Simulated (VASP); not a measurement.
These are modified Becke-Johnson potential (mBJ), VASP's PBE PAW potentials (set 64) (plane waves; VASP 6.6.1) values and carry that method's errors.

A VASP calculation is set up with these files.

File KPOINTS_OPT:
```
k-points along high-symmetry lines
11
Line-mode
Reciprocal
  0.000000   0.000000   0.000000 ! GAMMA
  0.000000   0.500000   0.000000 ! X

  0.000000   0.500000   0.000000 ! X
  0.500000   0.500000   0.000000 ! M

  0.500000   0.500000   0.000000 ! M
  0.000000   0.000000   0.000000 ! GAMMA

  0.000000   0.000000   0.000000 ! GAMMA
  0.500000   0.500000   0.500000 ! R

  0.500000   0.500000   0.500000 ! R
  0.000000   0.500000   0.000000 ! X

  0.500000   0.500000   0.500000 ! R
  0.500000   0.500000   0.000000 ! M
```

**INCAR**
```
SYSTEM = BaTiO3
PREC = Accurate; ENCUT = 520; LREAL = .FALSE.
LASPH = .TRUE.
EDIFF = 1E-6; NELM = 200; ALGO = Normal
LMAXMIX = 4; LMIXTAU = .TRUE.
ISMEAR = 0; SIGMA = 0.05
METAGGA = MBJ
ISIF = 0
LWAVE = .FALSE.; LCHARG = .FALSE.
```

File KPOINTS:
```
Automatic
0
G
  4 4 4
```

File POSCAR:
```
BaTiO3
4.0337540
  0.9999999137   0.0000000000   0.0000000000
  0.0000000000   0.9999999137   0.0000000000
  0.0000000000   0.0000000000   0.9999999137
Ba Ti O
1 1 3
Direct
  0.0000000000   0.0000000000   0.0000000000
  0.5000000000   0.5000000000   0.5000000000
  0.5000000000   0.0000000000   0.5000000000
  0.0000000000   0.5000000000   0.5000000000
  0.5000000000   0.5000000000   0.0000000000
```

POTCAR, in this order: Ba_sv Ti_sv O (PBE.64 set). Program: vasp_std. Read from the step before: WAVECAR.

Output

OUTCAR:
```
 ion  position               nearest neighbor table
   1  0.000  0.000  0.000-   3 2.85   4 2.85   5 2.85   3 2.85   4 2.85   4 2.85   5 2.85   4 2.85
                             3 2.85   5 2.85   3 2.85   5 2.85   2 3.49   2 3.49   2 3.49   2 3.49
   2  0.500  0.500  0.500-   3 2.02   4 2.02   5 2.02   5 2.02   3 2.02   4 2.02   1 3.49   1 3.49
                             1 3.49   1 3.49   1 3.49   1 3.49   1 3.49   1 3.49
   3  0.500  0.000  0.500-   2 2.02   2 2.02   1 2.85   1 2.85   1 2.85   1 2.85
   4  0.000  0.500  0.500-   2 2.02   2 2.02   1 2.85   1 2.85   1 2.85   1 2.85
   5  0.500  0.500  0.000-   2 2.02   2 2.02   1 2.85   1 2.85   1 2.85   1 2.85
  LATTYP: Found a simple cubic cell.
 ALAT       =     4.0337536518
 Subroutine PRICEL returns:
 Original cell was already a primitive cell.
 Subroutine GETGRP returns: Found 48 space group operations
The static configuration has the point symmetry O_h .
The dynamic configuration has the point symmetry O_h .
 Subroutine INISYM returns: Found 48 space group operations
 Subroutine IBZKPT returns following result:
 Found     10 irreducible k-points:

 Following reciprocal coordinates:
            Coordinates               Weight
  0.000000  0.000000  0.000000      1.000000
  0.250000  0.000000  0.000000      6.000000
  0.500000  0.000000  0.000000      3.000000
  0.250000  0.250000  0.000000     12.000000
  0.500000  0.250000  0.000000     12.000000
  0.500000  0.500000  0.000000      3.000000
  0.250000  0.250000  0.250000      8.000000
  0.500000  0.250000  0.250000     12.000000
  0.500000  0.500000  0.250000      6.000000
  0.500000  0.500000  0.500000      1.000000
   k-points           NKPTS =     10   k-points in BZ     NKDIM =     10   number of bands    NBANDS=     24
   number of dos      NEDOS =    301   number of ions     NIONS =      5
   total plane-waves  NPLWV =  27000
   dimension x,y,z NGX =    30 NGY =   30 NGZ =   30
   dimension x,y,z NGXF=    60 NGYF=   60 NGZF=   60
   ions per type =               1   1   3
   PREC   = accura    normal or accurate (medium, high low for compatibility)
   ISTART =      1    job   : 0-new  1-cont  2-samecut
   ICHARG =      0    charge: 1-file 2-atom 10-const
   ISPIN  =      1    spin polarized calculation?
   LNONCOLLINEAR =      F non collinear calculations
   LSORBIT =      F    spin-orbit coupling
   INIWAV =      1    electr: 0-lowe 1-rand  2-diag
   ENCUT  =  520.0 eV  38.22 Ry    6.18 a.u.   7.50  7.50  7.50*2*pi/ulx,y,z
   NELM   =    200;   NELMIN=  2; NELMDL=  0     # of ELM steps
   EDIFF  = 0.1E-05   stopping-criterion for ELM
   LREAL  =      F    real-space projection
   NLSPLINE    = F    spline interpolate recip. space projectors
   LMAXMIX     =    4 max onsite mixed and CHGCAR
   VOSKOWN=      0    Vosko Wilk Nusair interpolation
   EDIFFG = 0.1E-04   stopping-criterion for IOM
   NSW    =      0    number of steps for IOM
   NBLOCK =      1;   KBLOCK =      1    inner block; outer block
   IBRION =     -1    ionic relax: 0-MD 1-quasi-New 2-CG
   NFREE  =      0    steps in history (QN), initial steepest desc. (CG)
   ISIF   =      0    stress and relaxation
   ISYM   =      2    0-nonsym 1-usesym 2-fastsym
   TEIN   =    0.0    initial temperature
   TEBEG  =    0.0;   TEEND  =   0.0 temperature during run
   SMASS  =  -3.00    Nose mass-parameter (am)
   PSTRESS=    0.0 pullay stress
   NELECT =      40.0000    total number of electrons
   EFERMI =   0.00;   METHOD = LEGACY
   ISMEAR =     0;   SIGMA  =   0.05  broadening in eV -4-tet -1-fermi 0-gaus
   IALGO  =     38    algorithm
   LDIAG  =      T    sub-space diagonalisation (order eigenvalues)
   IMIX   =      4    mixing-type and parameters
     AMIX     =   0.40;   BMIX     =  1.00
     AMIX_MAG =   1.60;   BMIX_MAG =  1.00
     AMIN     =   0.10
   METAGGA = MBJ    functional components
   VOSKOWN =     0    Vosko Wilk Nusair interpolation
   LHFCALC =     F    Hartree Fock is set to
   LHFONE  =     F    Hartree Fock one center treatment
...
```

File OSZICAR:
```
...
DAV: 119     0.469576469448E+03    0.32697E+01   -0.11368E+01   480   0.204E+01    0.248E+00
DAV: 120     0.470411824228E+03    0.83535E+00   -0.82962E+01   496   0.314E+02    0.270E+00
DAV: 121     0.450543427276E+03   -0.19868E+02   -0.14446E+02   560   0.804E+01    0.875E+00
DAV: 122     0.471416149441E+03    0.20873E+02   -0.29192E+02   480   0.855E+01    0.338E+00
DAV: 123     0.471863028919E+03    0.44688E+00   -0.30614E+00   552   0.119E+01    0.264E+00
DAV: 124     0.472297550858E+03    0.43452E+00   -0.24118E+00   480   0.119E+01    0.242E+00
DAV: 125     0.471811720135E+03   -0.48583E+00   -0.51202E-01   520   0.490E+00    0.264E+00
DAV: 126     0.472256579008E+03    0.44486E+00   -0.31735E-01   488   0.349E+00    0.239E+00
DAV: 127     0.473491248793E+03    0.12347E+01   -0.95836E+00   480   0.206E+01    0.193E+00
DAV: 128     0.473737915756E+03    0.24667E+00   -0.12803E+00   480   0.795E+00    0.179E+00
DAV: 129     0.473691789071E+03   -0.46127E-01   -0.52603E+00   480   0.157E+01    0.183E+00
DAV: 130     0.473936740354E+03    0.24495E+00   -0.11277E-01   480   0.244E+00    0.179E+00
DAV: 131     0.474673332713E+03    0.73659E+00   -0.13070E+00   480   0.792E+00    0.167E+00
DAV: 132     0.474609961932E+03   -0.63371E-01   -0.59645E-01   488   0.521E+00    0.168E+00
DAV: 133     0.474590107309E+03   -0.19855E-01   -0.11879E-01   480   0.248E+00    0.166E+00
DAV: 134     0.474643224429E+03    0.53117E-01   -0.11663E+01   512   0.521E+01    0.186E+00
DAV: 135     0.473002551467E+03   -0.16407E+01   -0.67655E+00   480   0.207E+01    0.260E+00
DAV: 136     0.471663419629E+03   -0.13391E+01   -0.28103E+00   496   0.117E+01    0.323E+00
DAV: 137     0.469510105831E+03   -0.21533E+01   -0.40869E+00   592   0.135E+01    0.405E+00
DAV: 138     0.466900240312E+03   -0.26099E+01   -0.69472E+00   560   0.241E+01    0.507E+00
DAV: 139     0.473780640564E+03    0.68804E+01   -0.20175E+01   496   0.282E+01    0.308E+00
DAV: 140     0.477204421311E+03    0.34238E+01   -0.21754E+01   616   0.563E+01    0.171E+00
DAV: 141     0.475381917374E+03   -0.18225E+01   -0.13024E+01   480   0.325E+01    0.154E+00
DAV: 142     0.474837245406E+03   -0.54467E+00   -0.35574E+00   480   0.211E+01    0.183E+00
DAV: 143     0.475638916517E+03    0.80167E+00   -0.96124E+00   480   0.225E+01    0.949E-01
DAV: 144     0.475584117072E+03   -0.54799E-01   -0.19195E-01   576   0.323E+00    0.892E-01
DAV: 145     0.475645786355E+03    0.61669E-01   -0.17691E+00   480   0.143E+01    0.952E-01
DAV: 146     0.475471188534E+03   -0.17460E+00   -0.82993E-01   480   0.853E+00    0.917E-01
DAV: 147     0.444310341001E+03   -0.31161E+02   -0.28034E+02   584   0.109E+02    0.104E+01
DAV: 148     0.442959717410E+03   -0.13506E+01   -0.39409E+01   536   0.584E+01    0.108E+01
DAV: 149     0.319059731256E+03   -0.12390E+03   -0.49289E+02   624   0.138E+02    0.228E+01
DAV: 150     0.410810922164E+03    0.91751E+02   -0.15773E+02   488   0.702E+01    0.170E+01
DAV: 151     0.480721956381E+03    0.69911E+02   -0.65028E+02   488   0.115E+02    0.363E+00
DAV: 152     0.476233558804E+03   -0.44884E+01   -0.43121E+01   672   0.385E+01    0.172E+00
DAV: 153     0.465788443111E+03   -0.10445E+02   -0.60899E+01   568   0.523E+01    0.503E+00
DAV: 154     0.473082989948E+03    0.72945E+01   -0.23075E+01   480   0.317E+01    0.298E+00
DAV: 155     0.476641996489E+03    0.35590E+01   -0.27061E+01   528   0.421E+01    0.134E+00
DAV: 156     0.475252276651E+03   -0.13897E+01   -0.70238E+00   480   0.232E+01    0.129E+00
DAV: 157     0.475432477713E+03    0.18020E+00   -0.28439E+00   496   0.117E+01    0.145E+00
DAV: 158     0.475271658622E+03   -0.16082E+00   -0.36383E-01   544   0.531E+00    0.128E+00
DAV: 159     0.475251769259E+03   -0.19889E-01   -0.80671E-01   480   0.690E+00    0.142E+00
DAV: 160     0.470280420838E+03   -0.49713E+01   -0.37729E+01   528   0.432E+01    0.375E+00
DAV: 161     0.122669383959E+03   -0.34761E+03   -0.27451E+03   616   0.286E+02    0.242E+01
DAV: 162     0.474684194623E+03    0.35201E+03   -0.90281E+02   688   0.144E+02    0.979E+00
DAV: 163     0.476294265529E+03    0.16101E+01   -0.41777E+02   488   0.103E+02    0.249E+00
DAV: 164     0.475287996485E+03   -0.10063E+01   -0.87751E+00   616   0.193E+01    0.201E+00
DAV: 165     0.474940608689E+03   -0.34739E+00   -0.95745E+00   488   0.217E+01    0.177E+00
DAV: 166     0.472729518094E+03   -0.22111E+01   -0.10419E+01   480   0.221E+01    0.280E+00
DAV: 167     0.475752118184E+03    0.30226E+01   -0.18578E+01   480   0.278E+01    0.166E+00
DAV: 168     0.475483791692E+03   -0.26833E+00   -0.15854E-01   496   0.344E+00    0.167E+00
DAV: 169     0.475457837189E+03   -0.25955E-01   -0.55709E-02   480   0.231E+00    0.168E+00
DAV: 170     0.475409863791E+03   -0.47973E-01   -0.41618E-01   488   0.556E+00    0.165E+00
DAV: 171     0.475259063874E+03   -0.15080E+00   -0.54149E-01   504   0.560E+00    0.167E+00
DAV: 172     0.475210593312E+03   -0.48471E-01   -0.35331E-01   480   0.538E+00    0.179E+00
DAV: 173     0.475174409227E+03   -0.36184E-01   -0.35806E-01   480   0.519E+00    0.185E+00
DAV: 174     0.475170069807E+03   -0.43394E-02   -0.27597E-02   736   0.110E+00    0.190E+00
DAV: 175     0.475107034498E+03   -0.63035E-01   -0.29301E-02   496   0.154E+00    0.190E+00
DAV: 176     0.474933913502E+03   -0.17312E+00   -0.26903E-01   488   0.450E+00    0.187E+00
DAV: 177     0.475049686435E+03    0.11577E+00   -0.19280E+00   496   0.150E+01    0.184E+00
DAV: 178     0.474447196022E+03   -0.60249E+00   -0.17301E+00   480   0.125E+01    0.194E+00
DAV: 179     0.474334935484E+03   -0.11226E+00   -0.97399E-02   600   0.368E+00    0.192E+00
DAV: 180     0.472017486018E+03   -0.23174E+01   -0.79195E+00   480   0.204E+01    0.279E+00
DAV: 181     0.471788492893E+03   -0.22899E+00   -0.70737E+00   496   0.377E+01    0.303E+00
DAV: 182     0.473185174892E+03    0.13967E+01   -0.56958E+00   480   0.195E+01    0.230E+00
DAV: 183     0.473307934435E+03    0.12276E+00   -0.23713E-01   512   0.518E+00    0.223E+00
DAV: 184     0.473651667009E+03    0.34373E+00   -0.79372E-01   480   0.718E+00    0.196E+00
DAV: 185     0.473407587130E+03   -0.24408E+00   -0.26520E-01   480   0.415E+00    0.195E+00
DAV: 186     0.473381093506E+03   -0.26494E-01   -0.30492E-03   648   0.362E-01    0.196E+00
DAV: 187     0.473810980005E+03    0.42989E+00   -0.10184E+00   480   0.974E+00    0.192E+00
DAV: 188     0.473959983793E+03    0.14900E+00   -0.18935E+00   480   0.226E+01    0.193E+00
DAV: 189     0.474198182618E+03    0.23820E+00   -0.21359E+00   536   0.203E+01    0.194E+00
DAV: 190     0.473680276931E+03   -0.51791E+00   -0.25951E+00   480   0.147E+01    0.196E+00
DAV: 191     0.472833891226E+03   -0.84639E+00   -0.12043E+00   488   0.745E+00    0.235E+00
DAV: 192     0.473674140023E+03    0.84025E+00   -0.43871E+00   480   0.141E+01    0.160E+00
DAV: 193     0.473651955607E+03   -0.22184E-01   -0.55591E-02   600   0.134E+00    0.158E+00
DAV: 194     0.473385335441E+03   -0.26662E+00   -0.13083E-01   480   0.280E+00    0.167E+00
DAV: 195     0.473607391416E+03    0.22206E+00   -0.50920E-01   480   0.472E+00    0.139E+00
DAV: 196     0.473572379017E+03   -0.35012E-01   -0.12922E-02   592   0.834E-01    0.141E+00
DAV: 197     0.473442288984E+03   -0.13009E+00   -0.38524E-01   536   0.387E+00    0.152E+00
DAV: 198     0.473341244912E+03   -0.10104E+00   -0.12405E-01   480   0.245E+00    0.157E+00
DAV: 199     0.473312474682E+03   -0.28770E-01   -0.59966E-03   504   0.613E-01    0.157E+00
DAV: 200     0.473331135909E+03    0.18661E-01   -0.37759E-03   496   0.394E-01
   1 F= 0.47333114E+03 E0= 0.47333114E+03  d E =-.542304E-25
       N       E                     dE             ncg
       N       E                     dE             ncg
       N       E                     dE             ncg
       N       E                     dE             ncg
       N       E                     dE             ncg
       N       E                     dE             ncg
       N       E                     dE             ncg
```

### OUTCAR
```
------------------------ aborting loop EDIFF was not reached (unconverged)  ----------------------------
  volume of cell :       65.63
      direct lattice vectors                 reciprocal lattice vectors
     4.033753652  0.000000000  0.000000000     0.247908050  0.000000000  0.000000000
     0.000000000  4.033753652  0.000000000     0.000000000  0.247908050  0.000000000
     0.000000000  0.000000000  4.033753652     0.000000000  0.000000000  0.247908050
 POSITION                                       TOTAL-FORCE (eV/Angst)
 -----------------------------------------------------------------------------------
      0.00000      0.00000      0.00000         0.000000      0.000000      0.000000
      2.01688      2.01688      2.01688         0.000000      0.000000      0.000000
      2.01688      0.00000      2.01688         0.000000      0.000000      0.000000
      0.00000      2.01688      2.01688         0.000000      0.000000      0.000000
      2.01688      2.01688      0.00000         0.000000      0.000000      0.000000
 -----------------------------------------------------------------------------------
    total drift:                                0.000000      0.000000     -0.000000
  FREE ENERGIE OF THE ION-ELECTRON SYSTEM (eV)
  ---------------------------------------------------
  free  energy   TOTEN  =       473.3311359087 eV

  energy  without entropy=      473.3311359087  energy(sigma->0) =      473.33113591

     CMBJ =    1.0000

     CMBJA=   -0.0120

     CMBJB=    1.0230

     CMBJE=    0.5000

    CMBJ =    2.0000
```
(Selected blocks of OUTCAR.)

### stdout
```
...
DAV: 196     0.473572379017E+03   -0.35012E-01   -0.12922E-02   592   0.834E-01    0.141E+00
DAV: 197     0.473442288984E+03   -0.13009E+00   -0.38524E-01   536   0.387E+00    0.152E+00
DAV: 198     0.473341244912E+03   -0.10104E+00   -0.12405E-01   480   0.245E+00    0.157E+00
DAV: 199     0.473312474682E+03   -0.28770E-01   -0.59966E-03   504   0.613E-01    0.157E+00
DAV: 200     0.473331135909E+03    0.18661E-01   -0.37759E-03   496   0.394E-01

 -----------------------------------------------------------------------------
|                                                                             |
|           W    W    AA    RRRRR   N    N  II  N    N   GGGG   !!!           |
|           W    W   A  A   R    R  NN   N  II  NN   N  G    G  !!!           |
|           W    W  A    A  R    R  N N  N  II  N N  N  G       !!!           |
|           W WW W  AAAAAA  RRRRR   N  N N  II  N  N N  G  GGG   !            |
|           WW  WW  A    A  R   R   N   NN  II  N   NN  G    G                |
|           W    W  A    A  R    R  N    N  II  N    N   GGGG   !!!           |
|                                                                             |
|     The electronic self-consistency was not achieved in the given           |
|     number of steps (NELM). The forces and other quantities evaluated       |
|     might not be reliable so examine the results carefully. If you find     |
|     spurious results, we suggest increasing NELM, if you were close to      |
|     convergence or switching to a different ALGO or adjusting the           |
|     density mixing parameters otherwise.                                    |
|                                                                             |
 -----------------------------------------------------------------------------

   1 F= 0.47333114E+03 E0= 0.47333114E+03  d E =-.542304E-25
 Start KPOINTS_OPT (optional k-point list driver)
k-point batch [1-10\66]
       N       E                     dE             ncg
k-point batch [11-20\66]
       N       E                     dE             ncg
k-point batch [21-30\66]
       N       E                     dE             ncg
k-point batch [31-40\66]
       N       E                     dE             ncg
k-point batch [41-50\66]
       N       E                     dE             ncg
k-point batch [51-60\66]
       N       E                     dE             ncg
k-point batch [61-66\66]
       N       E                     dE             ncg
```

The run did not converge; its last values are not results.

mBJ is a potential without an energy functional, so only the levels count.

The compound is BaTiO3 in the cubic perovskite structure, the ideal cubic form; the compound distorts at low or room temperature. It was relaxed first. The cell's shape comes from a PBE relaxation.
